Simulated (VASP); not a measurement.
Level of theory: revPBE GGA, VASP's PBE PAW potentials (set 64) (plane waves; VASP).

The input files of a VASP run:

INCAR:
```
SYSTEM = CuZn
PREC = Accurate
ENCUT = 520
EDIFF = 1E-6
NELM = 100
ALGO = Normal
LREAL = .FALSE.
LASPH = .TRUE.
ISMEAR = 1
SIGMA = 0.1
GGA = RE
LMAXMIX = 4
LWAVE = .FALSE.
LCHARG = .FALSE.
IBRION = 2
ISIF = 3
NSW = 60
EDIFFG = -0.01
```

### POSCAR
```
CuZn
1
    2.9500000000     0.0000000000     0.0000000000
    0.0000000000     2.9500000000     0.0000000000
    0.0000000000     0.0000000000     2.9500000000
Zn Cu
1 1
Direct
  0.5000000000   0.5000000000   0.5000000000
  0.0000000000   0.0000000000   0.0000000000
```

KPOINTS:
```
Automatic mesh
0
G
 11 11 11
0 0 0
```

POTCAR, in this order: Zn Cu (PBE.64 set). Program: vasp_std.

Task: What will the output report for the number of irreducible k-points (NKPTS), largest plane-wave count, number of space-group operations, FFT grid (NGX, NGY, NGZ)?

Result: 
number of irreducible k-points (NKPTS): 56
largest plane-wave count: 739
number of space-group operations: 48
FFT grid (NGX, NGY, NGZ): 24 × 24 × 24

The compound is CuZn in the CsCl type structure. This run relaxes it. Symmetry was kept, so distortions that lower it aren't found. The electron count is odd and the run is not spin-polarised, which forces a metal.
